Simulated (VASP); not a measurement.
These are revPBE GGA, VASP's PBE PAW potentials (set 64) (plane waves; VASP 6.6.1) values and carry that method's errors.

VASP input:

**INCAR**
```
SYSTEM  =  CsPbBr3
PREC  =  Accurate; ENCUT  =  520; LREAL  =  F
LASPH  =  T
EDIFF  =  1E-6; NELM  =  100; ALGO  =  Normal
LMAXMIX  =  4
ISMEAR  =  0; SIGMA  =  0.05
GGA  =  RE
IBRION  =  2; NSW  =  60; ISIF  =  3
EDIFFG  =  -0.02
LWAVE  =  F; LCHARG  =  F
```

### POSCAR
```
CsPbBr3
1.0
  6.0891578274   0.0000000000   0.0000000000
  0.0000000000   6.0891578274   0.0000000000
  0.0000000000   0.0000000000   6.0891578274
Cs Pb Br
1 1 3
Cart
  0.0000000000   0.0000000000   0.0000000000
  3.0445789137   3.0445789137   3.0445789137
  3.0445789137   0.0000000000   3.0445789137
  0.0000000000   3.0445789137   3.0445789137
  3.0445789137   3.0445789137   0.0000000000
```

KPOINTS:
```
Regular mesh
0
Gamma
4 4 4
0 0 0
```

POTCAR, in this order: Cs_sv Pb_d Br (PBE.64 set). Program: vasp_std.

Output

OSZICAR:
```
       N       E                     dE             d eps       ncg     rms          rms(c)
DAV:   1     0.407416440118E+03    0.40742E+03   -0.18514E+04   520   0.147E+03
DAV:   2     0.336112957519E+02   -0.37381E+03   -0.36677E+03   660   0.328E+02
DAV:   3    -0.138738224619E+02   -0.47485E+02   -0.47085E+02   648   0.126E+02
DAV:   4    -0.156145988432E+02   -0.17408E+01   -0.17355E+01   636   0.326E+01
DAV:   5    -0.156679814261E+02   -0.53383E-01   -0.53358E-01   668   0.473E+00    0.383E+00
DAV:   6    -0.149582643599E+02    0.70972E+00   -0.13022E+00   722   0.104E+01    0.226E+00
DAV:   7    -0.149058559628E+02    0.52408E-01   -0.66250E-01   752   0.432E+00    0.112E+00
DAV:   8    -0.149308627104E+02   -0.25007E-01   -0.91023E-02   592   0.253E+00    0.229E-01
DAV:   9    -0.149309824132E+02   -0.11970E-03   -0.12971E-02   734   0.872E-01    0.130E-01
DAV:  10    -0.149321876503E+02   -0.12052E-02   -0.23217E-03   574   0.283E-01    0.569E-02
DAV:  11    -0.149323881743E+02   -0.20052E-03   -0.49025E-04   618   0.186E-01    0.112E-02
DAV:  12    -0.149323965834E+02   -0.84091E-05   -0.89536E-05   752   0.788E-02    0.892E-03
DAV:  13    -0.149323979092E+02   -0.13258E-05   -0.16837E-05   614   0.285E-02    0.349E-03
DAV:  14    -0.149323984241E+02   -0.51495E-06   -0.98183E-07   384   0.865E-03
   1 F= -.14932398E+02 E0= -.14932398E+02  d E =-.149324E+02
       N       E                     dE             d eps       ncg     rms          rms(c)
DAV:   1    -0.149572925089E+02   -0.24895E-01   -0.63913E-01   684   0.810E+00    0.773E-01
DAV:   2    -0.149377888241E+02    0.19504E-01   -0.37173E-02   638   0.187E+00    0.292E-01
DAV:   3    -0.149340780283E+02    0.37108E-02   -0.15489E-02   672   0.112E+00    0.930E-02
DAV:   4    -0.149340353809E+02    0.42647E-04   -0.29049E-04   614   0.112E-01    0.482E-02
DAV:   5    -0.149340169503E+02    0.18431E-04   -0.91506E-05   618   0.817E-02    0.133E-02
DAV:   6    -0.149340170813E+02   -0.13099E-06   -0.90962E-06   556   0.334E-02
   2 F= -.14934017E+02 E0= -.14934017E+02  d E =-.161866E-02
       N       E                     dE             d eps       ncg     rms          rms(c)
DAV:   1    -0.149535620940E+02   -0.19545E-01   -0.53350E-01   680   0.737E+00    0.707E-01
DAV:   2    -0.149372332310E+02    0.16329E-01   -0.31137E-02   632   0.170E+00    0.266E-01
DAV:   3    -0.149341381105E+02    0.30951E-02   -0.12915E-02   666   0.102E+00    0.847E-02
DAV:   4    -0.149341008474E+02    0.37263E-04   -0.24458E-04   600   0.103E-01    0.434E-02
DAV:   5    -0.149340849814E+02    0.15866E-04   -0.75984E-05   616   0.739E-02    0.122E-02
DAV:   6    -0.149340850417E+02   -0.60332E-07   -0.74867E-06   542   0.302E-02
   3 F= -.14934085E+02 E0= -.14934085E+02  d E =-.168662E-02
```

**OUTCAR**
```
------------------------ aborting loop because EDIFF is reached ----------------------------------------
  FORCE on cell =-STRESS in cart. coord.  units (eV):
  Direction    XX          YY          ZZ          XY          YZ          ZX
  --------------------------------------------------------------------------------------
  Total       -0.0682249     -0.0682249     -0.0682249     -0.0000000     -0.0000000     -0.0000000
  in kB       -0.4764421     -0.4764421     -0.4764421     -0.0000000     -0.0000000     -0.0000000
  external PRESSURE =      -0.4764421 kB  Pullay stress =       0.0000000 kB
  volume of cell :      229.43
      direct lattice vectors                 reciprocal lattice vectors
     6.121828407  0.000000000  0.000000000     0.163349891 -0.000000000  0.000000000
     0.000000000  6.121828407  0.000000000    -0.000000000  0.163349891  0.000000000
    -0.000000000 -0.000000000  6.121828407    -0.000000000 -0.000000000  0.163349891
 POSITION                                       TOTAL-FORCE (eV/Angst)
 -----------------------------------------------------------------------------------
      0.00000      0.00000      0.00000         0.000000      0.000000      0.000000
      3.06091      3.06091      3.06091        -0.000000     -0.000000      0.000000
      3.06091     -0.00000      3.06091         0.000000      0.000000      0.000000
     -0.00000      3.06091      3.06091         0.000000      0.000000      0.000000
      3.06091      3.06091      0.00000         0.000000      0.000000      0.000000
 -----------------------------------------------------------------------------------
    total drift:                                0.000000     -0.000000     -0.000000
  FREE ENERGIE OF THE ION-ELECTRON SYSTEM (eV)
  ---------------------------------------------------
  free  energy   TOTEN  =       -14.9340850417 eV

  energy  without entropy=      -14.9340850417  energy(sigma->0) =      -14.93408504

 reached required accuracy - stopping structural energy minimisation
```
(Selected blocks of OUTCAR.)

CONTCAR:
```
CsPbBr3
   1.00000000000000
     6.1218284070753626    0.0000000000000000    0.0000000000000000
     0.0000000000000000    6.1218284070753626    0.0000000000000000
    -0.0000000000000000   -0.0000000000000000    6.1218284070753626
  Cs              Pb              Br
     1     1     3
Direct
     0.0000000000000000    0.0000000000000000    0.0000000000000000
     0.5000000000000000    0.5000000000000000    0.5000000000000000
     0.5000000000000000    0.0000000000000000    0.5000000000000000
     0.0000000000000000    0.5000000000000000    0.5000000000000000
     0.5000000000000000    0.5000000000000000    0.0000000000000000
```

The compound is CsPbBr3 in the cubic perovskite structure, the ideal cubic form; the compound distorts at low or room temperature. This run relaxes it. Symmetry was kept, so distortions that lower it aren't found. The start is the result of an earlier pass.
